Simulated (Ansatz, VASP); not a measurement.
# VSe2 in two plane-wave programs, part 2 of 2

Aim: how closely do two programs agree when they are given the same cell, functional and k mesh? The cell is taken from a series of runs on this material, whose earlier steps may have relaxed, scaled, displaced or heated it; both programs get it as it stands.

VASP 6.6.1 and Ansatz 0.2.0.

So far: Set-up; VASP: zone-centre phonons, PBEsol.

## Step 3: Ansatz: zone-centre phonons, PBEsol

Level of this step: Ansatz beside VASP: Kohn-Sham DFT, plane waves, PBEsol (Ansatz).

Ansatz runs on its PAW soft_1 files.

The same cell, functional, mesh and smearing now go to Ansatz, which takes its cutoff from its data sets.

The input, input.yaml:

```yaml
crystal:
  lattice:
    - [3.2741976385, 0.0, 0.0]
    - [-1.6370988193, 2.835538332, 0.0]
    - [0.0, 0.0, 6.1494211305]
  atoms:
    - { symbol: V, position: [0.0, 0.0, 0.0] }
    - { symbol: Se, position: [0.3333333333, 0.6666666667, 0.2554251729] }
    - { symbol: Se, position: [0.6666666667, 0.3333333333, 0.7445748271] }
kpoints:
  mp_grid: { grid: [6, 6, 3] }
hamiltonian:
  xc: pbesol
  pseudopotentials: { kind: paw, azcp: { folder: soft_1 }, xc_functional: pbe }
scf:
  occupations: { method: methfessel_paxton, width: 0.2 }
output:
  eigenvalues: true
phonons:
  method: dfpt
  qmesh: [2, 2, 1]
  temperatures: { t_max: 1000, t_step: 50 }
  qpath:
    path:
      - [[0.0, 0.0, 0.0], [0.5, 0.0, 0.0], [0.33333333, 0.33333333, 0.0], [0.0, 0.0, 0.0], [0.0, 0.0, 0.5], [0.5, 0.0, 0.5], [0.33333333, 0.33333333, 0.5], [0.0, 0.0, 0.5]]
      - [[0.5, 0.0, 0.5], [0.5, 0.0, 0.0]]
      - [[0.33333333, 0.33333333, 0.5], [0.33333333, 0.33333333, 0.0]]
    npoints: 10
```

The run is started by

```sh
> ansatz run input.yaml --threads 4 --pin off --max-ram 12288MiB --backend cpu --events-out ev --progress --plain --runs-dir out
```

Numbers of over 12 decimals in the logs are rounded to 6 here.

What it wrote:

```text
Engine: ansatz 0.2.0, aarch64-unknown-linux-gnu
Pseudopotentials: kind: paw
Pseudopotential: V, paw, valence charge 13, recommended cutoff 420 eV (normal), soft_1/V.paw.azcp
Pseudopotential: Se, paw, valence charge 16, recommended cutoff 420 eV (normal), soft_1/Se.paw.azcp
Functional definition: PBEsol
  exchange = pbesol_x
  correlation = pbesol_c
Crystal: 3 atoms, lattice volume = 57.092 Å³
Basis set: ecut = 420 eV, 1149 PW (Γ), exchange–correlation on 48×48×90 points (8 copies of the dense FFT grid, shifted against one another)
Bands: 27, of which v1, the nominal top of the filled ones, is band 23 counted from 1 (22 counted from 0)
Symmetry: 12 space group operations
k-points: 17 of 108
Non-local potential: V, projectors of the file, l = 0: 3, l = 1: 2, l = 2: 3, l = 3: 1
Non-local potential: Se, projectors of the file, l = 0: 2, l = 1: 2, l = 2: 3, l = 3: 1
PAW form: soft (Blöchl's): semilocal exchange-correlation on the pseudo side does not see the compensation charge
PAW frozen core: V, regenerated for the run's functional, and the local potential with it (the file was generated under x = pbe(κ = 0.804, μ = 0.219515), c = pbe(β = 0.066725))
PAW frozen core: Se, regenerated for the run's functional, and the local potential with it (the file was generated under x = pbe(κ = 0.804, μ = 0.219515), c = pbe(β = 0.066725))
PAW one-centre angular grid: V, 590 points (default); XC on 64 Gauss nodes
PAW one-centre angular grid: Se, 590 points (default); XC on 64 Gauss nodes
Initial density: superposition of atomic densities (chi_scale 0.1, normalization cell, long waves kept (reshape's long-wave potential 0.13 eV rms))
Initial wavefunctions: pseudopotential atomic-orbital guess
Functional: x = pbesol(κ = 0.804, μ = 0.123457), c = pbesol(β = 0.046)
SCF iter   1: F=—  HF=-13745.187182 eV  |F-HF|=—  |Δ(HF+E_count)|=         —  Δρ=3.36e-1  dr2=1.39e2  ethr=3.10e-3  ⟨swp⟩=4.6  Hψ=1641  notcnv=0
preconditioner: auto → Kerker (q_TF=auto, 2.622 Å⁻¹)  [metal: Δε(μ)=0.018 eV  Ē_g=6.594 eV  σ=0.200 eV  W_gap=0.08  n_scr=22 (ndim 8)  ℏωp=20.3 eV  f_vac=0.010  D(μ)=2.47/eV (n_scr^D=22)]
SCF iter   2: F=—  HF=-13738.838450 eV  |F-HF|=—  |Δ(HF+E_count)|=    6.35e0  S|Δr|=    0.00e0  Δρ=1.30e-1  dr2=2.95e1  ethr=3.10e-3  ⟨swp⟩=3.0  Hψ=908  notcnv=0  defer=2
SCF iter   3: F=—  HF=-13736.424616 eV  |F-HF|=—  |Δ(HF+E_count)|=    2.41e0  S|Δr|=    0.00e0  Δρ=4.70e-2  dr2=5.02e0  ethr=3.10e-3  ⟨swp⟩=2.5  Hψ=737  notcnv=0
SCF iter   4: F=—  HF=-13735.969856 eV  |F-HF|=—  |Δ(HF+E_count)|=   4.55e-1  S|Δr|=    0.00e0  Δρ=1.07e-2  dr2=2.35e-1  ethr=3.10e-3  ⟨swp⟩=2.0  Hψ=670  notcnv=0
SCF iter   5: F=—  HF=-13735.916213 eV  |F-HF|=—  |Δ(HF+E_count)|=   5.36e-2  S|Δr|=    0.00e0  Δρ=5.51e-3  dr2=3.16e-2  ethr=5.23e-4  ⟨swp⟩=2.0  Hψ=665  notcnv=0
SCF iter   6: F=—  HF=-13735.910982 eV  |F-HF|=—  |Δ(HF+E_count)|=   5.23e-3  S|Δr|=    0.00e0  Δρ=2.77e-3  dr2=5.86e-3  ethr=7.03e-5  ⟨swp⟩=2.6  Hψ=729  notcnv=0
SCF iter   7: F=—  HF=-13735.910639 eV  |F-HF|=—  |Δ(HF+E_count)|=   3.43e-4  S|Δr|=    0.00e0  Δρ=1.33e-3  dr2=1.46e-3  ethr=1.30e-5  ⟨swp⟩=2.0  Hψ=804  notcnv=0
SCF iter   8: F=—  HF=-13735.910498 eV  |F-HF|=—  |Δ(HF+E_count)|=   1.40e-4  S|Δr|=    0.00e0  Δρ=5.33e-4  dr2=2.42e-4  ethr=3.25e-6  ⟨swp⟩=2.0  Hψ=761  notcnv=0
SCF iter   9: F=—  HF=-13735.910507 eV  |F-HF|=—  |Δ(HF+E_count)|=   8.79e-6  S|Δr|=    0.00e0  Δρ=7.80e-5  dr2=5.30e-6  ethr=5.38e-7  ⟨swp⟩=2.2  Hψ=624  notcnv=0
SCF iter  10: F=—  HF=-13735.910506 eV  |F-HF|=—  |Δ(HF+E_count)|=   1.02e-6  S|Δr|=    0.00e0  Δρ=2.80e-5  dr2=4.98e-7  ethr=1.18e-8  ⟨swp⟩=2.2  Hψ=785  notcnv=0
SCF iter  11: F=—  HF=-13735.910510 eV  |F-HF|=—  |Δ(HF+E_count)|=   3.86e-6  S|Δr|=    0.00e0  Δρ=9.68e-6  dr2=8.90e-8  ethr=1.11e-9  ⟨swp⟩=2.0  Hψ=573  notcnv=0
SCF iter  12: F=—  HF=-13735.910510 eV  |F-HF|=—  |Δ(HF+E_count)|=   2.67e-8  S|Δr|=    0.00e0  Δρ=1.74e-6  dr2=2.23e-9  ethr=1.98e-10  ⟨swp⟩=2.0  Hψ=537  notcnv=0
SCF iter  13: F=—  HF=-13735.910510 eV  |F-HF|=—  |Δ(HF+E_count)|=  5.66e-10  S|Δr|=    0.00e0  Δρ=5.02e-7  dr2=1.92e-10  ethr=4.95e-12  ⟨swp⟩=2.0  Hψ=622  notcnv=0
SCF iter  14: F=—  HF=-13735.910510 eV  |F-HF|=—  |Δ(HF+E_count)|=  5.46e-12  S|Δr|=    0.00e0  Δρ=1.52e-7  dr2=1.22e-11  ethr=1.00e-12  ⟨swp⟩=1.0  Hψ=459  notcnv=0
SCF iter  15: F=-13735.910510 eV  HF=-13735.910510 eV  |F-HF|=1.82e-12  |Δ(HF+E_count)|=    0.00e0  S|Δr|=    0.00e0  Δρ=3.69e-8  dr2=7.01e-13  ethr=1.00e-12  ⟨swp⟩=5.0  Hψ=1913  notcnv=0
SCF 1 converged in 15 iterations: F = -13735.910510 eV  dr2 = 7.01e-13
  greatest PAW one-centre occupation: 1.000 electrons in one spin orbital (limit 2), on the Se atom at site 2 (counted from 0), in its partial waves of l = 2
phonons: the bands overlap, so this run is a metal and interpolates without the dipole-dipole term. If the crystal is really an insulator or semiconductor, its LO-TO splitting is missing
NSCF: frozen V_eff on 17 k-points
NSCF: frozen V_eff on 34 k-points
DFPT response loops at q = (0, 0, 0) (fractional): preconditioner auto → Kerker (q_TF=auto, 2.622 Å⁻¹) (partly filled bands, converged f_vac=0.026); β = 1.00, the filter's whole step (`scf.mixing.beta` (0.50) is not read by the response loops under this deck's `scf.mixing.preconditioner`; to damp them name `kerker` or `kerker_dos`, under which they read `scf.mixing.beta`, and type it under 1.00, their step now; both keys bind the ground state too); Broyden in place of MSR1
NSCF: frozen V_eff on 68 k-points
DFPT response loops at q = (0, -0.5, 0) (fractional): mixed as the last ones told, above
SCF converged after 15 iterations
Stability not checked: this state was not tested for a lower state beside it, because cold or Methfessel-Paxton smearing, or corrected tetrahedra, fill the levels in a way that the test cannot read (fill_not_monotonic; see scf.lower_state_search)
Free energy (F): -13735.910510 eV
Harris-Foulkes:  -13735.910510 eV  (|F-HF|=1.82e-12)
Internal energy: -13735.899256 eV  (E = F + TS)
E sigma→0 (E₀):  -13735.907697 eV
Entropy (-TS):   -0.011254 eV (-3.751 meV/atom)
Fermi energy:    11.165082 eV
--- Per-component energies (eV) ---
  E_band       = -905.319741
  E_kinetic    = 518.740799
  E_local      = -6400.994907  (includes V_loc(G=0)·N_el)
  E_nonlocal   = -622.340056
  E_hartree    = 3258.710232
  E_xc         = -284.362727
  E_vxc        = -327.089903  (∫ρ·V_xc dr)
  E_paw        = -5271.950087  (= ΣΔE_a)
  E_vpaw       = -591.056420  (= ΣTr[D̂ρ^β])
  E_aug_tail   = 0.000266  (compensation charges beyond the density's cutoff)
  E_ewald      = -4935.869359
  E_core_change = 2.166583  (= ΣΔE_core)
  E_smearing   = -0.011254  (= −TS)
  E_closure    = 0.000000  (closes the sum)
  Σ components = -13735.910510   (vs F -13735.910510, Δ=0.00e0)
--- Band table (eV; the first three rows and the last of 17) ---
  k-point 0: bands = [... 19 lower, 10.6128, 10.7912, 11.0722, 11.0722, 12.2253, 12.2253, 14.5006, 14.5006]
  k-point 1: bands = [... 19 lower, 8.8682, 11.0667, 11.0667, 11.5931, 12.0842, 12.0842, 14.7034, 14.7034]
  k-point 2: bands = [... 19 lower, 9.3341, 10.4561, 10.6159, 10.7876, 11.8690, 12.3972, 13.7770, 14.3665]
  k-point 16: bands = [... 19 lower, 7.4416, 8.3668, 8.3668, 11.8876, 11.8876, 12.0359, 13.9658, 13.9658]
--- Phonons (Γ-DFPT): 4 representative perturbations + reference (Σ response iterations 13) ---
  ASR residual: 2.424e-5 → 0.000e0 eV/Å²; symmetrization residual: 3.862e-6 eV/Å²
  ASR residual per site (eV/Å²): 2.42e-5 1.10e-5 1.10e-5
  Γ frequencies (cm⁻¹): 0.00 0.00 0.00 148.08 148.08 212.07 212.07 218.05 370.02
--- Phonons (arbitrary-q DFPT): 2 irreducible q on the 2×2×1 mesh ---
  q = [0.0000, 0.0000, 0.0000] (star 1, of the zone-centre solve; hermiticity 3.98e-7, symmetrization 7.43e-11): -0.00 -0.00 0.00 148.08 148.08 212.07 212.07 218.05 370.02
  q = [0.0000, -0.5000, 0.0000] (star 3, 6 solved perturbations on 34 of 108 k-point pairs; hermiticity 7.75e-7, symmetrization 2.20e-10): 128.01 129.07 140.80 157.13 180.33 187.57 207.66 250.87 293.99
  sum rule: each row above includes the acoustic sum rule's correction from the zone centre's row sums; it moved no ω² by more than (0.36 cm⁻¹)²
  mesh force constants: q→R imaginary residual 1.75e-17; ASR residual 2.424e-5 → 0.000e0 eV/Å²; symmetrization residual 4.441e-15 eV/Å²
  interpolated dispersion: 93 rows × 9 modes
  density of states and harmonic sums: on the 22×22×10 q-mesh, interpolated from the force constants of a 2×2×1 supercell (no non-analytic term)
  largest difference from the sums on the solved wave vectors: F 1.47e-1 eV, S 2.12e-4 and C_V 6.46e-5 eV/K
  zero-point energy: 0.101152 eV/cell   skipped modes (ω ≤ 0): 3   left out of the sums: 6.89e-5 of the cell's modes: C_V's classical limit lies that fraction below 3 k_B per atom; for a crystal, a wire or a layer, F and S can be off by more, and a phonons.interpolated_qmesh denser along its periods is the remedy for the sampling
```

## Step 4: Side by side

Known differences besides the potentials themselves: VASP's run holds the zone centre alone; the data sets hold 45 valence electrons in Ansatz (on its PAW soft_1 files) and 25 in VASP; the cutoff is 420 eV in Ansatz and 500 eV in VASP; Ansatz makes its cores anew for this functional, VASP keeps those of its PBE data sets. Total energies have different zeros and are not compared.

Both answers:

| quantity | Ansatz | VASP | difference |
| --- | --- | --- | --- |
| optical mode 1 to 2 (cm⁻¹) | 148.1 | 148.2 | -0.07 % |
| optical mode 3 to 4 (cm⁻¹) | 212.1 | 212.2 | -0.05 % |
| optical mode 5 (cm⁻¹) | 218.1 | 218.4 | -0.16 % |
| optical mode 6 (cm⁻¹) | 370.0 | 370.9 | -0.23 % |

Modes are paired by rising frequency, not by their patterns, so a pair may set unlike modes beside each other; they are those without the splitting of longitudinal modes.

## Step 5: Summary of results

| Item | Value |
| --- | --- |
| r.m.s. difference of the optical zone-centre modes, each program's sorted by frequency (zone-centre phonons, PBEsol) | 0.39 cm⁻¹ |

In words: The r.m.s. difference of the optical zone-centre modes, each program's sorted by frequency is 0.39 cm⁻¹ (zone-centre phonons, PBEsol). The data sets hold unlike numbers of valence electrons (45 in Ansatz and 25 in VASP), so part of the differences may come from the potentials. How closely two codes agree says nothing of how well the functional describes the real material.

[Lines on the potential files, build, host, timing and source positions are cut from VASP's logs without a mark.]

[Logs are printed without paths, hosts, clocks, repeated set-up lines and the standing remarks that a program may print on its own settings, such as how far it seeks lower states.]

[Hosts, paths, dates, database ids (printed as entryN), source tags and the programs' standing remarks are cut or masked in the printed files.]
